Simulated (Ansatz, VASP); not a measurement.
# GaAsH2 (H-GaAs-H chair monolayer): VASP beside Ansatz

One calculation is typed for both programs; each brings its own data sets. How far apart do they land? The cell is taken from a series of runs on this material, whose earlier steps may have relaxed, scaled, displaced or heated it; both programs get it as it stands.

Method: plane waves, with VASP 6.6.1 beside it; single point at PBE with D3(BJ), in Ansatz 0.2.0.

**1. Set-up**

The cell holds 4 atoms: 2 H, 1 As and 1 Ga. Its edges and angles: a = 4.044 Å, b = 4.044 Å, c = 21.873 Å, α = 90.0°, β = 90.0°, γ = 120.0°. Vacuum lies along c.

Structure file:

```xyz
4
Lattice="4.0441 0.0000 0.0000 -2.0220 3.5023 0.0000 0.0000 0.0000 21.8733" Properties=species:S:1:pos:R:3
H     2.0220    1.1674    9.0000
H     0.0000    2.3348   12.8733
As    2.0220    1.1674   10.5189
Ga    0.0000    2.3348   11.3134
```

**2. VASP: single point, PBE with D3(BJ)**

With cell and atoms fixed, the geometry can't cause a difference; cores, projectors, grids and the points listed under the comparison can.

Lines of VASP's logs that name or quote its potential files are left out, and so is its time.

File INCAR:

```
SYSTEM = GaAsH2
PREC = Accurate
ENCUT = 400
EDIFF = 1E-06
NELM = 120
ISMEAR = -1
SIGMA = 0.02585
LREAL = .FALSE.
ALGO = Normal
GGA = PE
IVDW = 12
NBANDS = 16
LORBIT = 11
LWAVE = .FALSE.
LCHARG = .FALSE.
ISIF = 2
LDIPOL = .TRUE.
IDIPOL = 3
DIPOL = 0.5 0.5 0.499
LVHAR = .TRUE.
LASPH = .TRUE.
GGA_COMPAT = .FALSE.
EFERMI = MIDGAP
NELMDL = -8
```

File POSCAR:

```
GaAsH2
1.0
    4.0440694543      0.0000000000      0.0000000000
   -2.0220347272      3.5022668821      0.0000000000
    0.0000000000      0.0000000000     21.8733201739
H As Ga
2 1 1
Direct
    0.6666666667      0.3333333333      0.4114601683
    0.3333333334      0.6666666666      0.5885398317
    0.6666666667      0.3333333333      0.4809001581
    0.3333333334      0.6666666666      0.5172215288
```

File KPOINTS:

```
Automatic mesh
0
Gamma
12 12 1
0 0 0
```

The projector-augmented-wave data sets are H, As and Ga_d (PBE family, release 64).

Started as:

```console
$ mpirun -np 1 vasp_std
```

Numbers of over 12 decimals in the logs are rounded to 6 here.

Log:

```text
[banner, memory and clock lines left out]
running    1 mpi-ranks, on    1 nodes
 distrk:  each k-point on    1 cores,    1 groups
 distr:  one band on    1 cores,    1 groups

 POSCAR found type information on POSCAR H AsGa
 POSCAR found :  3 types and       4 ions
 LDA part: xc-table for (Slater+PW92), standard interpolation
 POSCAR, INCAR and KPOINTS ok, starting setup
 FFT: planning ... GRIDC
 FFT: planning ... GRID_SOFT
 FFT: planning ... GRID
 WAVECAR not read
 entering main loop
       N       E                     dE             d eps       ncg     rms          rms(c)
DAV:   1     0.772964896725E+02    0.77296E+02   -0.72478E+03   736   0.775E+02
DAV:   2    -0.776205338387E+01   -0.85059E+02   -0.83030E+02   736   0.177E+02
DAV:   3    -0.148453345544E+02   -0.70833E+01   -0.70605E+01   880   0.565E+01
DAV:   4    -0.150298534510E+02   -0.18452E+00   -0.18444E+00   800   0.102E+01
DAV:   5    -0.150345308731E+02   -0.46774E-02   -0.46770E-02   880   0.142E+00
DAV:   6    -0.150347494498E+02   -0.21858E-03   -0.21858E-03   928   0.275E-01
DAV:   7    -0.150347507118E+02   -0.12620E-05   -0.12620E-05   880   0.226E-02
DAV:   8    -0.150347507432E+02   -0.31378E-07   -0.31360E-07   688   0.444E-03    0.494E+00
DAV:   9    -0.145651320927E+02    0.46962E+00   -0.41972E-01   960   0.812E+00    0.276E+00
DAV:  10    -0.143937669395E+02    0.17137E+00   -0.68788E-01   864   0.504E+00    0.527E-01
DAV:  11    -0.143906186606E+02    0.31483E-02   -0.10221E-01   824   0.262E+00    0.284E-01
DAV:  12    -0.143870961983E+02    0.35225E-02   -0.11170E-02   856   0.668E-01    0.956E-02
DAV:  13    -0.143866766420E+02    0.41956E-03   -0.15230E-03   856   0.249E-01    0.630E-02
DAV:  14    -0.143858591380E+02    0.81750E-03   -0.11619E-03   840   0.199E-01    0.343E-02
DAV:  15    -0.143861439295E+02   -0.28479E-03   -0.14717E-04   824   0.782E-02    0.272E-02
DAV:  16    -0.143865003788E+02   -0.35645E-03   -0.13713E-04   768   0.493E-02    0.129E-02
DAV:  17    -0.143867356655E+02   -0.23529E-03   -0.27540E-05   744   0.254E-02    0.907E-03
DAV:  19    -0.143872352258E+02   -0.23514E-03   -0.11565E-05   728   0.136E-02    0.236E-03
DAV:  20    -0.143873056533E+02   -0.70428E-04   -0.39957E-06   776   0.116E-02    0.933E-04
DAV:  21    -0.143873309065E+02   -0.25253E-04   -0.10054E-06   688   0.558E-03    0.467E-04
DAV:  22    -0.143873358956E+02   -0.49891E-05   -0.18219E-07   680   0.228E-03    0.326E-04
DAV:  23    -0.143873392113E+02   -0.33157E-05   -0.13336E-07   536   0.132E-03    0.213E-04
DAV:  24    -0.143873400285E+02   -0.81719E-06   -0.35483E-08   608   0.850E-04
   1 F= -.14746800E+02 E0= -.14746800E+02  d E =-.513762E-16
```

OUTCAR, selected parts (step 2):

```text
ion  position               nearest neighbor table
   1  0.667  0.333  0.411-   3 1.52
   2  0.333  0.667  0.589-   4 1.56
   3  0.667  0.333  0.481-   1 1.52   4 2.47   4 2.47   4 2.47
   4  0.333  0.667  0.517-   2 1.56   3 2.47   3 2.47   3 2.47

  LATTYP: Found a hexagonal cell.
 ALAT       =     4.0440694543
 C/A-ratio  =     5.4087399885

 Subroutine GETGRP returns: Found  6 space group operations
 (whereof  6 operations were pure point group operations)

The static configuration has the point symmetry C_3v.

 Found     19 irreducible k-points:

   k-points           NKPTS =     19   k-points in BZ     NKDIM =     19   number of bands    NBANDS=     16

   dimension x,y,z NGX =    28 NGY =   28 NGZ =  144
   dimension x,y,z NGXF=    56 NGYF=   56 NGZF=  288

   ENCUT  =  400.0 eV  29.40 Ry    5.42 a.u.   6.59  6.59 35.67*2*pi/ulx,y,z

   NELECT =      20.0000    total number of electrons

 k-points in reciprocal lattice and weights: Automatic mesh
   0.00000000  0.00000000  0.00000000       0.007
   0.08333333 -0.00000000  0.00000000       0.042
   0.16666667  0.00000000  0.00000000       0.042
   0.25000000  0.00000000  0.00000000       0.042
   0.33333333  0.00000000  0.00000000       0.042
   0.41666667 -0.00000000  0.00000000       0.042
   0.50000000  0.00000000  0.00000000       0.021
   0.08333333  0.08333333  0.00000000       0.042
   0.16666667  0.08333333  0.00000000       0.083
[...]
0.33333333  0.25000000  0.00000000       0.083
   0.33333333  0.33333333  0.00000000       0.014

 dipolmoment           0.000000      0.000000      0.099325 electrons x Angstroem

 average (electrostatic) potential at core
       1 -41.0101       2 -39.0078       3 -57.7501       4 -73.3298

 E-fermi :  -3.0221

 k-point     1 :       0.0000    0.0000    0.0000
  band No.  band energies     occupation
    ...
      6     -15.4592      2.00000
      7      -9.6566      2.00000
      8      -6.0577      2.00000
      9      -3.9063      2.00000
     10      -3.9063      2.00000
     11      -2.1378      0.00000
     12      -0.1840      0.00000
     13       0.9671      0.00000
     14       1.1462      0.00000
     15       1.1462      0.00000
    ...

 k-point     2 :       0.0833   -0.0000    0.0000
  band No.  band energies     occupation
    ...
      6     -15.4012      2.00000
      7      -9.6387      2.00000
      8      -6.0953      2.00000
      9      -4.5287      2.00000
     10      -4.0285      2.00000
     11      -1.5232      0.00000
     12      -0.1511      0.00000
     13       0.9535      0.00000
     14       1.0491      0.00000
     15       1.3736      0.00000
    ...

 k-point     3 :       0.1667    0.0000    0.0000
  band No.  band energies     occupation
    ...
      6     -15.2342      2.00000
      7      -9.6012      2.00000
      8      -6.3239      2.00000
      9      -5.3543      2.00000
     10      -4.3234      2.00000
     11      -0.8950      0.00000
     12      -0.0238      0.00000
     13       1.0429      0.00000
     14       1.2641      0.00000
     15       1.7788      0.00000
    ...

 Edisp (eV)   -0.35946

  Total      -0.11515    -0.11515    -0.02967     0.00000    -0.00000    -0.00000
  in kB      -0.59549    -0.59549    -0.15345     0.00000    -0.00000    -0.00000
  external pressure =       -0.45 kB  Pullay stress =        0.00 kB

  energy-cutoff  :      400.00
  volume of cell :      309.80
      direct lattice vectors                 reciprocal lattice vectors
     4.044069454  0.000000000  0.000000000     0.247275674  0.142764677  0.000000000
    -2.022034727  3.502266882  0.000000000     0.000000000  0.285529354  0.000000000
     0.000000000  0.000000000 21.873320174     0.000000000  0.000000000  0.045717796

 POSITION                                       TOTAL-FORCE (eV/Angst)
 -----------------------------------------------------------------------------------
      2.02203      1.16742      9.00000        -0.000000      0.000000     -0.092592
      0.00000      2.33484     12.87332        -0.000000     -0.000000     -0.018018
      2.02203      1.16742     10.51888        -0.000000      0.000000      0.077990
      0.00000      2.33484     11.31335         0.000000      0.000000      0.032620
 -----------------------------------------------------------------------------------
    total drift:                                0.000004     -0.000002     -0.001125

  FREE ENERGIE OF THE ION-ELECTRON SYSTEM (eV)
  ---------------------------------------------------
  free  energy   TOTEN  =       -14.7468001468 eV

  energy  without entropy=      -14.7468001468  energy(sigma->0) =      -14.74680015

 vacuum level on the upper side and lower side of the slab         2.003         0.733

 total charge
# of ion       s       p       d       tot
------------------------------------------
    1        0.537   0.017   0.000   0.554
    2        0.533   0.010   0.000   0.542
    3        1.195   1.623   0.043   2.861
    4        0.875   0.863   9.991  11.729
--------------------------------------------------
tot          3.140   2.512  10.034  15.686

[... 3 further parts left out ...]
```

**3. Ansatz: single point, PBE with D3(BJ)**

Ansatz runs on its default PAW (the set named soft_2) files.

The same cell, functional, mesh and smearing now go to Ansatz, which takes its cutoff from its data sets.

File input.yaml:

```yaml
crystal:
  lattice:
    - [4.0440694543, 0.0, 0.0]
    - [-2.0220347272, 3.5022668821, 0.0]
    - [0.0, 0.0, 21.8733201739]
  atoms:
    - { symbol: H, position: [0.6666666667, 0.3333333333, 0.4114601683] }
    - { symbol: As, position: [0.6666666667, 0.3333333333, 0.4809001581] }
    - { symbol: Ga, position: [0.3333333333, 0.6666666667, 0.5172215288] }
    - { symbol: H, position: [0.3333333333, 0.6666666667, 0.5885398317] }
kpoints:
  mp_grid: { grid: [12, 12, 1] }
  band_path:
    path: [[0, 0, 0], [0.5, 0, 0], [0.33333333, 0.33333333, 0], [0, 0, 0]]
    npoints: 16
hamiltonian:
  xc: pbe
  dispersion: d3bj
scf:
  occupations: { method: fermi_dirac, width: 0.02585 }
  convergence: { dr2_threshold: 1.0e-10 }
efield:
  axis: 3
  dipole_correction: true
  ramp_position: 0.97
  ramp_width: 0.06
  amplitude: 0
output:
  dos: { projected: true, e_range: [-6, 5] }
  write_potential: true
  write_density: true
  volumetric_format: npy
  elf: true
```

Started as:

```console
$ ansatz run input.yaml --threads 2 --pin off --max-ram 3072MiB --backend cpu --events-out ev --progress --plain --runs-dir out
```

Log:

```text
Engine: ansatz 0.2.0, aarch64-unknown-linux-gnu
Pseudopotentials: kind: paw
Pseudopotential: H, paw, valence charge 1, recommended cutoff 420 eV (normal), H.paw.azcp
Pseudopotential: As, paw, valence charge 15, recommended cutoff 420 eV (normal), As.paw.azcp
Pseudopotential: Ga, paw, valence charge 13, recommended cutoff 420 eV (normal), Ga.paw.azcp
Functional definition: PBE
  parameter kappa = 0.804
  parameter beta = 0.066725
  exchange = pbe_x(kappa = kappa, mu = beta*pi^2/3)
  correlation = pbe_c(beta = beta)
Crystal: 4 atoms, lattice volume = 309.801 Å³
Basis set: ecut = 420 eV, 6049 PW (Γ)
Bands: 19, of which v1, the nominal top of the filled ones, is band 15 counted from 1 (14 counted from 0)
Symmetry: 6 space group operations
Space group: P3m1 (ITA 156), of the structure as read, at distance tolerance 6.8e-5 Å
k-points: 19 of 144 (time reversal used)
Non-local potential: H, projectors of the file, l = 0: 2, l = 1: 1
Non-local potential: As, projectors of the file, l = 0: 2, l = 1: 2, l = 2: 3, l = 3: 1
Non-local potential: Ga, projectors of the file, l = 0: 2, l = 1: 2, l = 2: 3, l = 3: 1
PAW form: soft (Blöchl's): semilocal exchange-correlation on the pseudo side does not see the compensation charge
PAW one-centre angular grid: H, 110 points (default); XC on 64 Gauss nodes
PAW one-centre angular grid: As, 590 points (default); XC on 64 Gauss nodes
PAW one-centre angular grid: Ga, 590 points (default); XC on 64 Gauss nodes
Initial density: superposition of atomic densities (neutral atoms: chi_scale 0, normalization atom), corrected by the library's trained network
Initial wavefunctions: pseudopotential atomic-orbital guess
Functional: x = pbe(κ = 0.804, μ = 0.219515), c = pbe(β = 0.066725)
SCF iter   1: F=—  HF=-8671.320756 eV  |F-HF|=—  |Δ(HF+E_count)|=         —  Δρ=1.23e-3  dr2=1.05e-2  ethr=1.77e-3  p=-0.099 e·Å  D=-5.81e-2 V/Å  ΔV_dip=1.27 eV  dr2_dipole=3.90e-4  V_vac-E_F(+/−)=5.18/3.91 eV  ⟨swp⟩=6.6  Hψ=2008  notcnv=0
efield: sawtooth ramp at fractional position 0.9700 (set: `efield.ramp_position`, or a place that a band, a saddle search or an elastic batch's reference lends), width 0.0600; the density the first Hamiltonian is built on has a dipole p = -0.099 e·Å; the dipole correction subtracts the counter field D = -5.81e-2 V/Å, which shifts the + side's vacuum level by +1.27 eV against the − side's; the planar-averaged density in the ramp window peaks in size at 9.3e-6 e/Å³
preconditioner: auto → Resta (q_TF=auto, 1.849 Å⁻¹)  ε∞=1.5  [insulator: Δε(μ)=1.764 eV  Ē_g=13.901 eV  σ=0.026 eV  W_gap=1.00  n_scr=30 (ndim 8)  ℏωp=9.4 eV  f_vac=0.753  D(μ)=0.00/eV (n_scr^D=0)  ε∞_Penn≈1.5  vacuum switching on, ρ_ref=1.4e-2 e/Å³]
SCF iter   2: F=—  HF=-8671.320061 eV  |F-HF|=—  |Δ(HF+E_count)|=   6.95e-4  Δρ=5.66e-4  dr2=2.46e-3  ethr=3.50e-5  p=-0.087 e·Å  D=-5.07e-2 V/Å  ΔV_dip=1.11 eV  dr2_dipole=4.46e-4  V_vac-E_F(+/−)=5.03/3.92 eV  ⟨swp⟩=3.1  Hψ=859  notcnv=0
SCF iter   3: F=—  HF=-8671.320237 eV  |F-HF|=—  |Δ(HF+E_count)|=   1.77e-4  Δρ=2.90e-4  dr2=6.55e-4  ethr=8.19e-6  p=-0.098 e·Å  D=-5.75e-2 V/Å  ΔV_dip=1.26 eV  dr2_dipole=3.26e-5  V_vac-E_F(+/−)=5.07/3.81 eV  ⟨swp⟩=2.8  Hψ=644  notcnv=0
SCF iter   4: F=—  HF=-8671.320600 eV  |F-HF|=—  |Δ(HF+E_count)|=   3.62e-4  Δρ=1.62e-4  dr2=1.23e-4  ethr=2.18e-6  p=-0.097 e·Å  D=-5.68e-2 V/Å  ΔV_dip=1.24 eV  dr2_dipole=4.16e-7  V_vac-E_F(+/−)=5.02/3.78 eV  ⟨swp⟩=2.0  Hψ=472  notcnv=0
SCF iter   5: F=—  HF=-8671.320735 eV  |F-HF|=—  |Δ(HF+E_count)|=   1.35e-4  Δρ=5.08e-5  dr2=1.38e-5  ethr=4.11e-7  p=-0.098 e·Å  D=-5.74e-2 V/Å  ΔV_dip=1.26 eV  dr2_dipole=7.25e-8  V_vac-E_F(+/−)=5.01/3.76 eV  ⟨swp⟩=2.1  Hψ=608  notcnv=0
SCF iter   6: F=—  HF=-8671.320764 eV  |F-HF|=—  |Δ(HF+E_count)|=   2.97e-5  Δρ=1.79e-5  dr2=8.59e-7  ethr=4.60e-8  p=-0.099 e·Å  D=-5.76e-2 V/Å  ΔV_dip=1.26 eV  dr2_dipole=2.95e-10  V_vac-E_F(+/−)=5.01/3.75 eV  ⟨swp⟩=2.1  Hψ=506  notcnv=0
SCF iter   7: F=—  HF=-8671.320774 eV  |F-HF|=—  |Δ(HF+E_count)|=   9.22e-6  Δρ=3.33e-6  dr2=3.99e-8  ethr=2.86e-9  p=-0.099 e·Å  D=-5.76e-2 V/Å  ΔV_dip=1.26 eV  dr2_dipole=3.85e-10  V_vac-E_F(+/−)=5.01/3.75 eV  ⟨swp⟩=2.0  Hψ=551  notcnv=0
SCF iter   8: F=—  HF=-8671.320774 eV  |F-HF|=—  |Δ(HF+E_count)|=   1.41e-7  Δρ=5.88e-7  dr2=9.42e-10  ethr=1.33e-10  p=-0.099 e·Å  D=-5.76e-2 V/Å  ΔV_dip=1.26 eV  dr2_dipole=3.32e-13  V_vac-E_F(+/−)=5.01/3.75 eV  ⟨swp⟩=2.0  Hψ=551  notcnv=0
SCF iter   9: F=-8671.320774 eV  HF=-8671.320774 eV  |F-HF|=7.28e-12  |Δ(HF+E_count)|=   7.89e-9  Δρ=1.80e-7  dr2=5.26e-11  ethr=1.00e-12  p=-0.099 e·Å  D=-5.76e-2 V/Å  ΔV_dip=1.26 eV  dr2_dipole=3.45e-13  V_vac-E_F(+/−)=5.01/3.75 eV  ⟨swp⟩=4.7  Hψ=1218  notcnv=0
SCF 1 converged in 9 iterations: F = -8671.320774 eV  dr2 = 5.26e-11
  greatest PAW one-centre occupation: 0.999 electrons in one spin orbital (limit 2), on the As atom at site 1 (counted from 0), in its partial waves of l = 2
NSCF: frozen V_eff on 49 k-points
efield: sawtooth ramp at fractional position 0.9700 (kept from the solve that this one continues, or follows in the run), width 0.0600; the density the first Hamiltonian is built on has a dipole p = -0.099 e·Å; the dipole correction subtracts the counter field D = -5.76e-2 V/Å, which shifts the + side's vacuum level by +1.26 eV against the − side's; the planar-averaged density in the ramp window peaks in size at 4.0e-6 e/Å³
WARN: The output density's exchange-correlation potential varies sharply where the density is thin. Do not read a vacuum level from v_tot or v_xc, or from such a field of the output density. On a cell that repeats whose density bears no net charge and no dipole along the vacuum's axis use v_es (v_loc + v_h of the components); under efield.dipole_correction with no amplitude use v_es + v_field, which holds any externa [...]
SCF converged after 9 iterations
Free energy (F): -8671.320774 eV
Harris-Foulkes:  -8671.320774 eV  (|F-HF|=7.28e-12)
Internal energy: -8671.320774 eV  (E = F + TS)
E sigma→0 (E₀):  -8671.320774 eV
Fermi energy:    -2.381648 eV
Dipole field:    D = -0.057595 V/Å  (p = -0.098606 e·Å, saw-weighted, corrected)
Work function:   Φ+ = 5.0110 eV   Φ− = 3.7511 eV
Levels:          The Fermi level and band energies are counted from a zero that moves with the ramp; work functions are not
--- Per-component energies (eV) ---
  E_band       = -630.754701
  E_kinetic    = 244.427048
  E_local      = -20212.254954  (includes V_loc(G=0)·N_el)
  E_nonlocal   = -242.790399
  E_hartree    = 9959.794998
  E_xc         = -165.147843
  E_vxc        = -158.891931  (∫ρ·V_xc dr)
  E_paw        = -3825.290309  (= ΣΔE_a)
  E_vpaw       = -180.758853  (= ΣTr[D̂ρ^β])
  E_aug_tail   = -0.002493  (compensation charges beyond the density's cutoff)
  E_efield     = 0.002840  (sawtooth field / dipole correction)
  E_vefield    = -0.073206  (∫n·V_field dr)
  E_ewald      = 5570.299827
  E_disp       = -0.359488  (pairwise vdW)
  E_smearing   = -0.000000  (= −TS)
  E_closure    = 0.000000  (closes the sum)
  Σ components = -8671.320774   (vs F -8671.320774, Δ=0.00e0)
--- Band table (eV; the first three rows and the last of 19) ---
  k-point 0: bands = [... 11 lower, -9.0223, -5.4334, -3.2763, -3.2763, -1.5056, 0.4472, 1.6215, 1.7843]
  k-point 1: bands = [... 11 lower, -9.0046, -5.4712, -3.8973, -3.3983, -0.8915, 0.4804, 1.5887, 1.7048]
  k-point 2: bands = [... 11 lower, -8.9672, -5.6995, -4.7222, -3.6929, -0.2618, 0.6081, 1.6753, 1.9152]
  k-point 18: bands = [... 11 lower, -9.3530, -7.0567, -6.1826, -5.0915, 1.1675, 1.4723, 2.0230, 3.4401]
```

**4. Comparison**

Known differences besides the potentials themselves: the data sets hold 30 valence electrons in Ansatz (on its default PAW (the set named soft_2) files) and 20 in VASP; the cutoff is 420 eV in Ansatz and 400 eV in VASP. Total energies have different zeros and are not compared.

Compared:

```tsv
quantity	Ansatz	VASP	difference
gap on the k mesh (eV)	1.771	1.768	+0.002
```

A gap on the mesh is an upper bound, since the band edges may lie between its points. With vacuum in the cell, a pressure given here is an average over mostly empty space and none of the material.

**5. Summary of results**

```
difference in gap on the k mesh (single point, PBE with D3(BJ)) : 0.0023 eV
```

What this shows: The difference in gap on the k mesh is 0.0023 eV (single point, PBE with D3(BJ)), within the 0.08 eV picked in this series as the mark of a large difference. The data sets hold unlike numbers of valence electrons (30 in Ansatz and 20 in VASP), so part of the differences comes from the potentials. Such differences can come from data sets, numerical settings and the points named under the comparisons, not from the functional's error against experiment.

[Lines on the potential files, build, host, timing and source positions are cut from VASP's logs without a mark.]

[Logs are printed without paths, hosts, clocks, repeated set-up lines and the standing remarks that a program may print on its own settings, such as how far it seeks lower states.]

[Hosts, paths, dates, database ids (printed as entryN), source tags and the programs' standing remarks are cut or masked in the printed files.]
